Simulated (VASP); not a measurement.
Energy against volume of Tm (hcp). The numbers are results of PBE GGA with D3 dispersion (Becke-Johnson damping), VASP's PBE PAW potentials (set 64) (plane waves; VASP), not measurements. Settings: 520 eV cut-off, 12×12×7 Γ-centred mesh, first-order Methfessel-Paxton smearing of 0.10 eV, potentials Tm_3.

The 4f electrons are frozen in the core of the lanthanide potential, so 4f levels, which can set the real gap, and their magnetism are missing.

Shape and ions are relaxed at each volume.

```csv
V (Å³/atom),E (eV/atom)
28.203,-4.80589
29.076,-4.81134
29.948,-4.80894
30.820,-4.79951
```

Question: Fit these four points and predict the energy of the run at 27.331 Å³/atom.

Answer: A cubic in V^(−2/3), the third-order Birch-Murnaghan form, passes through the four points with V0 = 29.23 Å³/atom and B0 = 47 GPa, and gives -4.7917 eV/atom there. The run gave -4.7918 eV/atom, -0.1 meV/atom from the fit; all five points give B0 = 47 GPa.

The compound is Tm in the hcp structure. It was relaxed first.
